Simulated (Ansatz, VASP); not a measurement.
# Cross-check of Be (Beryllium) between VASP and Ansatz

Wanted: the spread between two codes on one cell, functional and k mesh. The cell is taken from a series of runs on this material, whose earlier steps may have relaxed, scaled, displaced or heated it; both programs get it as it stands.

Method: plane waves, with VASP 6.6.1 beside it; zone-centre phonons at PBEsol, in Ansatz 0.2.0.

### 1. Set-up

Symmetry: P6_3/mmc, No. 194, hexagonal system. The conventional cell has a = 2.175 Å, b = 2.175 Å, c = 3.441 Å, α = 90.00°, β = 90.00°, γ = 120.00°. Nearest to Be lie 12 Be at 2.13 to 2.18 Å.

### 2. Ansatz: zone-centre phonons, PBEsol, pair 1

Ansatz runs on its PAW soft_1 files.

Second derivatives magnify differences that forces hide, and they need a tight electronic threshold.

Contents of input.yaml:

```yaml
crystal:
  lattice:
    - [2.175372463, 0.0, 0.0]
    - [-1.0876862315, 1.8839278157, 0.0]
    - [0.0, 0.0, 3.441197746]
  atoms:
    - { symbol: Be, position: [0.3333333333, 0.6666666667, 0.25] }
    - { symbol: Be, position: [0.6666666667, 0.3333333333, 0.75] }
kpoints:
  mp_grid: { grid: [24, 24, 12] }
hamiltonian:
  xc: pbesol
  pseudopotentials: { kind: paw, azcp: { folder: soft_1 }, xc_functional: pbe }
scf:
  occupations: { method: methfessel_paxton, width: 0.2 }
output:
  eigenvalues: true
phonons:
  method: dfpt
```

Launch:

```sh
ansatz run input.yaml --threads 4 --pin off --max-ram 10240MiB --backend cpu --events-out ev --progress --plain --runs-dir out
```

Numbers of over 12 decimals in the logs are rounded to 6 here.

Output:

```text
zone centre: on kpoints.mp_grid the ground state, and the responses unless they are solved on pairs of k-points, stand on 1099 of the mesh's 6912 k-points, reduced under 4 symmetry operations, with k and −k counted as one. Each operation leaves every solved displacement unchanged or reverses it
Engine: ansatz 0.2.0, x86_64-unknown-linux-gnu
Pseudopotentials: kind: paw
Pseudopotential: Be, paw, valence charge 2, recommended cutoff 420 eV (normal), soft_1/Be.paw.azcp
Functional definition: PBEsol
  exchange = pbesol_x
  correlation = pbesol_c
Crystal: 2 atoms, lattice volume = 14.103 Å³
Basis set: ecut = 420 eV, 287 PW (Γ), exchange–correlation on 30×30×48 points (8 copies of the dense FFT grid, shifted against one another)
Bands: 6, of which v1, the nominal top of the filled ones, is band 2 counted from 1 (1 counted from 0)
Symmetry: 24 space group operations
k-points: 1099 of 6912 (irreducible under 4 space group operations, time reversal used)
Non-local potential: Be, projectors of the file, l = 0: 2, l = 1: 2, l = 2: 1
PAW form: soft (Blöchl's): semilocal exchange-correlation on the pseudo side does not see the compensation charge
PAW frozen core: Be, regenerated for the run's functional, and the local potential with it (the file was generated under x = pbe(κ = 0.804, μ = 0.219515), c = pbe(β = 0.066725))
PAW one-centre angular grid: Be, 110 points (default); XC on 64 Gauss nodes
Initial density: superposition of atomic densities (chi_scale 0.1, normalization cell)
Initial wavefunctions: pseudopotential atomic-orbital guess
Functional: x = pbesol(κ = 0.804, μ = 0.123457), c = pbesol(β = 0.046)
SCF iter   1: F=—  HF=-180.648297 eV  |F-HF|=—  |Δ(HF+E_count)|=         —  Δρ=1.60e-2  dr2=2.49e-2  ethr=3.10e-3  ⟨swp⟩=4.4  Hψ=53716  notcnv=0
preconditioner: auto → none  [metal: Δε(μ)=0.008 eV  Ē_g=13.976 eV  σ=0.200 eV  W_gap=0.03  n_scr=2 (ndim 8)  ℏωp=19.8 eV  f_vac=0.000  D(μ)=0.20/eV (n_scr^D=0)  sad-step TF]
SCF iter   2: F=—  HF=-180.631522 eV  |F-HF|=—  |Δ(HF+E_count)|=   1.68e-2  S|Δr|=    0.00e0  Δρ=9.68e-3  dr2=9.28e-3  ethr=6.22e-4  ⟨swp⟩=1.0  Hψ=15386  notcnv=0
SCF iter   3: F=—  HF=-180.628519 eV  |F-HF|=—  |Δ(HF+E_count)|=   3.00e-3  S|Δr|=    0.00e0  Δρ=5.04e-4  dr2=2.86e-5  ethr=2.32e-4  ⟨swp⟩=1.0  Hψ=6594  notcnv=0
SCF iter   4: F=—  HF=-180.628507 eV  |F-HF|=—  |Δ(HF+E_count)|=   1.11e-5  S|Δr|=    0.00e0  Δρ=3.43e-5  dr2=1.01e-7  ethr=7.15e-7  ⟨swp⟩=1.0  Hψ=6606  notcnv=0
SCF iter   5: F=—  HF=-180.628508 eV  |F-HF|=—  |Δ(HF+E_count)|=   1.25e-7  S|Δr|=    0.00e0  Δρ=7.08e-6  dr2=4.28e-9  ethr=2.52e-9  ⟨swp⟩=1.8  Hψ=8128  notcnv=0
SCF iter   6: F=-180.628508 eV  HF=-180.628508 eV  |F-HF|=1.36e-12  |Δ(HF+E_count)|=   1.99e-9  S|Δr|=    0.00e0  Δρ=2.25e-7  dr2=5.28e-12  ethr=1.00e-12  ⟨swp⟩=3.9  Hψ=23178  notcnv=0
SCF 1 converged in 6 iterations: F = -180.628508 eV  dr2 = 5.28e-12
  greatest PAW one-centre occupation: 0.385 electrons in one spin orbital (limit 2), on the Be atom at site 1 (counted from 0), in its partial waves of l = 0
DFPT response loops at Γ: preconditioner auto → Kerker (q_TF=auto, 2.211 Å⁻¹) (partly filled bands, converged f_vac=0.000); β = 1.00, the filter's whole step (`scf.mixing.beta` (0.50) is not read by the response loops under this deck's `scf.mixing.preconditioner`; to damp them name `kerker` or `kerker_dos`, under which they read `scf.mixing.beta`, and type it under 1.00, their step now; both keys bind the ground state too); Broyden in place of MSR1
SCF converged after 6 iterations
Stability not checked: this state was not tested for a lower state beside it, because cold or Methfessel-Paxton smearing, or corrected tetrahedra, fill the levels in a way that the test cannot read (fill_not_monotonic; see scf.lower_state_search)
Free energy (F): -180.628508 eV
Harris-Foulkes:  -180.628508 eV  (|F-HF|=1.36e-12)
Internal energy: -180.628068 eV  (E = F + TS)
E sigma→0 (E₀):  -180.628398 eV
Entropy (-TS):   -0.000440 eV (-0.220 meV/atom)
Fermi energy:    9.168628 eV
Step filling:    the computed levels leave a gap of 0.0000 eV = 0.0 smearing widths at the electron count; against every level under it full and every level over it empty, smearing changes F+E_penalty+E_count by -0.201 meV and its σ→0 estimate by -0.091 meV
--- Per-component energies (eV) ---
  E_band       = 15.192434
  E_kinetic    = 45.964931
  E_local      = 7.341869  (includes V_loc(G=0)·N_el)
  E_nonlocal   = 7.988696
  E_hartree    = 0.086782
  E_xc         = -41.762639
  E_vxc        = -43.057348  (∫ρ·V_xc dr)
  E_paw        = -113.528758  (= ΣΔE_a)
  E_vpaw       = -3.219276  (= ΣTr[D̂ρ^β])
  E_aug_tail   = -0.000001  (compensation charges beyond the density's cutoff)
  E_ewald      = -86.738010
  E_core_change = 0.019063  (= ΣΔE_core)
  E_smearing   = -0.000440  (= −TS)
  E_closure    = 0.000000  (closes the sum)
  Σ components = -180.628508   (vs F -180.628508, Δ=0.00e0)
--- Band table (eV; the first three rows and the last of 1099) ---
  k-point 0: bands = ["-2.7610", "4.2736", "10.6558", "26.7826", "26.7826", "29.8430"]
  k-point 1: bands = ["-2.6990", "3.9244", "11.1574", "26.8426", "26.8426", "29.8260"]
  k-point 2: bands = ["-2.5130", "3.1036", "12.4337", "27.0197", "27.0197", "29.7634"]
  k-point 1098: bands = ["5.0064", "5.0064", "13.0170", "13.0170", "17.7017", "17.7017"]
--- Phonons (Γ-DFPT): 2 representative perturbations + reference, on 1099 of 6912 k-points (Σ response iterations 6) ---
  k mesh reduced under 4 symmetry operations, with k and −k counted as one. Each operation leaves every solved displacement unchanged or reverses it
  ASR residual: 1.820e-6 → 0.000e0 eV/Å²; symmetrization residual: 1.066e-14 eV/Å²
  ASR residual per site (eV/Å²): 1.82e-6 1.82e-6
  Γ frequencies (cm⁻¹): 0.00 0.00 0.00 504.82 504.82 803.12
  non-analytic LO–TO correction: not included (Born effective charges unavailable; polar crystals: no LO–TO splitting at Γ)
```

### 3. VASP: zone-centre phonons, PBEsol, pair 1

The same cell, functional, mesh and smearing now go to VASP, with its own data sets.

Lines of VASP's logs that name or quote its potential files are left out, and so is its time.

Contents of INCAR:

```
SYSTEM = Be
PREC = Accurate
ENCUT = 600
EDIFF = 1E-08
NELM = 120
ISMEAR = 1
SIGMA = 0.2
LREAL = .FALSE.
ALGO = Normal
GGA = PS
NBANDS = 8
LORBIT = 11
LWAVE = .FALSE.
LCHARG = .FALSE.
ISIF = 2
IBRION = 8
LASPH = .TRUE.
GGA_COMPAT = .FALSE.
KPAR = 2
```

Contents of POSCAR:

```
Be
1.0
    2.1753724630      0.0000000000      0.0000000000
   -1.0876862315      1.8839278157      0.0000000000
    0.0000000000      0.0000000000      3.4411977460
Be
2
Direct
    0.3333333333      0.6666666667      0.2500000000
    0.6666666667      0.3333333333      0.7500000000
```

Contents of KPOINTS:

```
Automatic mesh
0
Gamma
24 24 12
0 0 0
```

The projector-augmented-wave data sets are Be (PBE family, release 64).

Launch:

```sh
mpirun -np 2 vasp_std
```

Output:

```text
[banner, memory and clock lines left out]
running    2 mpi-ranks, on    1 nodes
 distrk:  each k-point on    1 cores,    2 groups
 distr:  one band on    1 cores,    1 groups

 POSCAR found type information on POSCAR Be
 POSCAR found :  1 types and       2 ions
|                                                                             |
|               ----> ADVICE to this user running VASP <----                  |
|                                                                             |
|     You enforced a specific xc type in the INCAR file but a different       |
|     [... a line on the potential file left out ...]
|     I HOPE YOU KNOW WHAT YOU ARE DOING!                                     |
|                                                                             |

 LDA part: xc-table for (Slater+PW92), standard interpolation
 POSCAR, INCAR and KPOINTS ok, starting setup
 FFT: planning ... GRIDC
 FFT: planning ... GRID_SOFT
 FFT: planning ... GRID
 WAVECAR not read
 entering main loop
       N       E                     dE             d eps       ncg     rms          rms(c)
DAV:   1    -0.281383048106E+01   -0.28138E+01   -0.20326E+03  6880   0.471E+02
DAV:   2    -0.794415660511E+01   -0.51303E+01   -0.49503E+01 10832   0.601E+01
DAV:   3    -0.796108705532E+01   -0.16930E-01   -0.16870E-01  7432   0.299E+00
DAV:   4    -0.796109870323E+01   -0.11648E-04   -0.11647E-04 10088   0.796E-02
DAV:   5    -0.796109870570E+01   -0.24694E-08   -0.24135E-08  7480   0.590E-04    0.139E+00
DAV:   6    -0.793106489734E+01    0.30034E-01   -0.42939E-03  7112   0.814E-01    0.851E-01
DAV:   7    -0.791933750836E+01    0.11727E-01   -0.52913E-03  7496   0.803E-01    0.209E-02
DAV:   8    -0.791933162683E+01    0.58815E-05   -0.13545E-05  7648   0.309E-02    0.926E-03
DAV:   9    -0.791933242997E+01   -0.80315E-06   -0.60081E-07  9024   0.526E-03    0.463E-04
DAV:  10    -0.791933247629E+01   -0.46319E-07   -0.67368E-10  7632   0.211E-04    0.181E-04
DAV:  11    -0.791933248523E+01   -0.89312E-08   -0.12736E-10  4440   0.102E-04
   1 F= -.79193325E+01 E0= -.79191859E+01  d E =-.439638E-03
 Linear response reoptimize wavefunctions to high precision
DAV:   1    -0.791933248438E+01    0.84881E-09   -0.45438E-12  4808   0.219E-05
DAV:   2    -0.791933248438E+01   -0.28422E-13   -0.30611E-13  3416   0.538E-06
 Linear response DOF=           2
 Linear response progress:
  Degree of freedom:   1/  2
       N       E                     dE             d eps       ncg     rms          rms(c)
RMM:   1    -0.719828132628E-02   -0.71983E-02   -0.24470E-03 71928   0.305E-01
RMM:   2    -0.720821535409E-02   -0.99340E-05   -0.18584E-05 51301   0.322E-02    0.244E-02
RMM:   3    -0.721304137288E-02   -0.48260E-05   -0.57946E-07 51538   0.510E-03    0.146E-02
RMM:   4    -0.723586103642E-02   -0.22820E-04   -0.12903E-06 51970   0.708E-03    0.278E-04
RMM:   5    -0.723593414751E-02   -0.73111E-07    0.39163E-10 52635   0.346E-04    0.117E-04
RMM:   6    -0.723599794930E-02   -0.63802E-07    0.30138E-10 52799   0.489E-05    0.417E-06
RMM:   7    -0.723599272128E-02    0.52280E-08    0.12003E-10 49258   0.322E-06    0.169E-06
 first order change of Fermi-energy   0.18891E-05
 force on displaced ion       1 direction 1 :  -4.227   0.001   0.000
 Linear response progress:
  Degree of freedom:   2/  2
       N       E                     dE             d eps       ncg     rms          rms(c)
RMM:   1    -0.193227889820E-01   -0.19323E-01    0.21342E-02 25141   0.702E-01
RMM:   2    -0.164061114486E-01    0.29167E-02    0.24458E-03 16236   0.953E-02    0.119E-01
RMM:   3    -0.158061587619E-01    0.59995E-03    0.11504E-03 15918   0.104E-01    0.444E-02
RMM:   4    -0.160477682663E-01   -0.24161E-03    0.29015E-04 16441   0.594E-02    0.433E-03
RMM:   5    -0.160953333764E-01   -0.47565E-04   -0.32885E-05 17050   0.404E-03    0.729E-04
RMM:   6    -0.160941123497E-01    0.12210E-05   -0.51467E-06 16997   0.446E-04    0.656E-05
RMM:   7    -0.160934664384E-01    0.64591E-06   -0.10097E-06 17418   0.415E-05    0.191E-05
RMM:   8    -0.160934059721E-01    0.60466E-07   -0.12560E-08 16698   0.131E-05    0.639E-07
RMM:   9    -0.160934053736E-01    0.59846E-09   -0.35016E-09 16134   0.165E-06    0.261E-07
 first order change of Fermi-energy   0.24505E-05
 force on displaced ion       1 direction 3 :   0.000  -0.000 -10.876
 Linear response finished
```

Parts of OUTCAR (step 3):

```text
ion  position               nearest neighbor table
   1  0.333  0.667  0.250-   2 2.13   2 2.13   2 2.13   2 2.13   2 2.13   2 2.13
   2  0.667  0.333  0.750-   1 2.13   1 2.13   1 2.13   1 2.13   1 2.13   1 2.13

  LATTYP: Found a hexagonal cell.
 ALAT       =     2.1753724630
 C/A-ratio  =     1.5818889889

 Subroutine GETGRP returns: Found 24 space group operations
 (whereof 12 operations were pure point group operations)

The static configuration has the point symmetry D_3d.
 The point group associated with its full space group is D_6h.

 Found    427 irreducible k-points:

   k-points           NKPTS =    427   k-points in BZ     NKDIM =    427   number of bands    NBANDS=      8

   dimension x,y,z NGX =    18 NGY =   18 NGZ =   28
   dimension x,y,z NGXF=    36 NGYF=   36 NGZF=   56

   ENCUT  =  600.0 eV  44.10 Ry    6.64 a.u.   4.34  4.34  6.87*2*pi/ulx,y,z

   NELECT =       4.0000    total number of electrons

 k-points in reciprocal lattice and weights: Automatic mesh
   0.00000000  0.00000000  0.00000000       0.000
   0.04166667  0.00000000  0.00000000       0.001
   0.08333333  0.00000000  0.00000000       0.001
   0.12500000  0.00000000  0.00000000       0.001
   0.16666667  0.00000000  0.00000000       0.001
   0.20833333  0.00000000  0.00000000       0.001
   0.25000000  0.00000000  0.00000000       0.001
   0.29166667  0.00000000  0.00000000       0.001
   0.33333333  0.00000000  0.00000000       0.001
[...]
0.33333333  0.29166667  0.50000000       0.002
   0.33333333  0.33333333  0.50000000       0.000

 average (electrostatic) potential at core
       1 -31.7911       2 -31.7911

  Total        1.4126987      1.4126987      1.4196661      0.0000000     -0.0000000      0.0000000
  in kB      160.4917103    160.4917104    161.2832604      0.0000000     -0.0000000      0.0000000
  external PRESSURE =     160.7555604 kB  Pullay stress =       0.0000000 kB

  energy-cutoff  :      600.00
  volume of cell :       14.10
      direct lattice vectors                 reciprocal lattice vectors
     2.175372463  0.000000000  0.000000000     0.459691394  0.265402950  0.000000000
    -1.087686231  1.883927816  0.000000000     0.000000000  0.530805900  0.000000000
     0.000000000  0.000000000  3.441197746     0.000000000  0.000000000  0.290596494

 POSITION                                       TOTAL-FORCE (eV/Angst)
 -----------------------------------------------------------------------------------
     -0.00000      1.25595      0.86030         0.000000      0.000000      0.000000
      1.08769      0.62798      2.58090        -0.000000      0.000000      0.000000
 -----------------------------------------------------------------------------------
    total drift:                                0.000000     -0.000000      0.000000

 Eigenvectors and eigenvalues of the dynamical matrix
 ----------------------------------------------------

   1 f  =   24.286901 THz   152.599101 2PiTHz  810.123825 cm-1   100.442508 meV
             X         Y         Z           dx          dy          dz
     -0.000000  1.255952  0.860299    -0.000000    0.000000   -0.707107
      1.087686  0.627976  2.580898     0.000000    0.000000    0.707107

   2 f  =   15.141392 THz    95.136172 2PiTHz  505.062474 cm-1    62.619738 meV
             X         Y         Z           dx          dy          dz
     -0.000000  1.255952  0.860299     0.000000    0.707107   -0.000000
      1.087686  0.627976  2.580898    -0.000000   -0.707107    0.000000

   3 f  =   15.141392 THz    95.136172 2PiTHz  505.062474 cm-1    62.619738 meV
             X         Y         Z           dx          dy          dz
     -0.000000  1.255952  0.860299     0.707107   -0.000000   -0.000000
      1.087686  0.627976  2.580898    -0.707107    0.000000    0.000000

   4 f  =    0.000000 THz     0.000002 2PiTHz    0.000008 cm-1     0.000001 meV
             X         Y         Z           dx          dy          dz
     -0.000000  1.255952  0.860299     0.366851    0.604500   -0.000000
      1.087686  0.627976  2.580898     0.366851    0.604500    0.000000

   5 f  =    0.000000 THz     0.000001 2PiTHz    0.000004 cm-1     0.000001 meV
             X         Y         Z           dx          dy          dz
     -0.000000  1.255952  0.860299     0.604500   -0.366851    0.000000
      1.087686  0.627976  2.580898     0.604500   -0.366851    0.000000

   6 f  =    0.000000 THz     0.000000 2PiTHz    0.000000 cm-1     0.000000 meV
             X         Y         Z           dx          dy          dz
     -0.000000  1.255952  0.860299     0.000000    0.000000    0.707107
      1.087686  0.627976  2.580898    -0.000000    0.000000    0.707107

 ELASTIC MODULI CONTR FROM IONIC RELAXATION (kBar)
 Direction    XX          YY          ZZ          XY          YZ          ZX
 --------------------------------------------------------------------------------
 XX        -400.6115    400.6115     -0.0000     -0.0000     -0.0000      0.0000
 YY         400.6115   -400.6115      0.0000      0.0000      0.0000      0.0000
 ZZ          -0.0000      0.0000     -0.0000     -0.0000      0.0000      0.0000
 XY          -0.0000      0.0000     -0.0000   -400.6115      0.0000      0.0000
 YZ          -0.0000      0.0000      0.0000      0.0000     -0.0000      0.0000
 ZX           0.0000      0.0000      0.0000      0.0000      0.0000      0.0000
 --------------------------------------------------------------------------------
```

### 4. Comparison

Known differences besides the potentials themselves: the cutoff is 420 eV in Ansatz and 600 eV in VASP; Ansatz makes its cores anew for this functional, VASP keeps those of its PBE data sets. Total energies have different zeros and are not compared.

Compared:

```tsv
quantity	Ansatz	VASP	difference
optical mode 1 to 2 (cm⁻¹)	504.8	505.1	-0.05 %
optical mode 3 (cm⁻¹)	803.1	810.1	-0.86 %
```

Modes are paired by rising frequency, not by their patterns, so a pair may set unlike modes beside each other; they are those without the splitting of longitudinal modes.

[end of part 1 of 2]

[Lines on the potential files, build, host, timing and source positions are cut from VASP's logs without a mark.]

[Logs are printed without paths, hosts, clocks, repeated set-up lines and the standing remarks that a program may print on its own settings, such as how far it seeks lower states.]

[Hosts, paths, dates, database ids (printed as entryN), source tags and the programs' standing remarks are cut or masked in the printed files.]
